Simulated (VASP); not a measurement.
Calculation: r2SCAN meta-GGA, VASP's PBE PAW potentials (set 64) (plane waves; VASP).

A VASP calculation is set up with these files.

INCAR:
```
SYSTEM = SnO2
PREC = Accurate; ENCUT = 520; LREAL = .FALSE.
LASPH = .TRUE.
EDIFF = 1E-6; NELM = 100; ALGO = Normal
LMAXMIX = 4; LMIXTAU = .TRUE.
ISMEAR = 0; SIGMA = 0.05
METAGGA = R2SCAN
IBRION = 2; NSW = 60; ISIF = 3
EDIFFG = -0.02
LWAVE = .FALSE.; LCHARG = .FALSE.
```

POSCAR:
```
SnO2
1
    5.1051213914     0.0000000000     0.0000000000
    0.0000000000     5.1051213914    -0.0000000000
    0.0000000000    -0.0000000000     5.1051213914
Sn O
4 8
Direct
  0.0000000000   0.0000000000   0.0000000000
  0.5000000000   0.5000000000   0.0000000000
  0.0000000000   0.5000000000   0.5000000000
  0.5000000000   0.0000000000   0.5000000000
  0.3406791742   0.3406791742   0.3406791742
  0.8406791742   0.1593208258   0.6593208258
  0.6593208258   0.8406791742   0.1593208258
  0.1593208258   0.6593208258   0.8406791742
  0.6593208258   0.6593208258   0.6593208258
  0.1593208258   0.8406791742   0.3406791742
  0.3406791742   0.1593208258   0.8406791742
  0.8406791742   0.3406791742   0.1593208258
```

### KPOINTS
```
kpoints
0
G
 4 4 4
0 0 0
```

POTCAR, in this order: Sn_d O (PBE.64 set). Program: vasp_std.

Unless said otherwise, spin-orbit coupling is left out, though it shifts the bands of the heavy elements here.

**Question.** What does the run give for the energy per atom (σ→0), volume per atom, band gap (on the k-mesh)?

**Answer.** 
```
Quantity                            Value
------------------------  ---------------
energy per atom (σ→0)     -14.008 eV/atom
band gap (on the k-mesh)          1.59 eV
volume per atom             11.11 Å³/atom
```

OSZICAR:
```
...
DAV:   3    -0.168093997320E+03    0.19813E-03   -0.42622E-04  1600   0.135E-01    0.480E-02
DAV:   4    -0.168093698366E+03    0.29895E-03   -0.55536E-04  1398   0.133E-01    0.139E-02
DAV:   5    -0.168093957503E+03   -0.25914E-03   -0.33026E-04  1396   0.130E-01    0.507E-03
DAV:   6    -0.168094025138E+03   -0.67635E-04   -0.59646E-05  1406   0.416E-02    0.758E-03
DAV:   7    -0.168094026637E+03   -0.14983E-05   -0.19440E-06   948   0.819E-03    0.434E-03
DAV:   8    -0.168094025381E+03    0.12553E-05   -0.89861E-07   822   0.757E-03    0.145E-03
DAV:   9    -0.168094026309E+03   -0.92761E-06   -0.47122E-07   760   0.410E-03
   6 F= -.16809403E+03 E0= -.16809403E+03  d E =-.813992E-03
```

The structure was generated: SnO2 was put into the pyrite type (Pa-3), which need not be its known phase. This run relaxes it. Symmetry was kept, so distortions that lower it aren't found. The start is the result of an earlier pass.
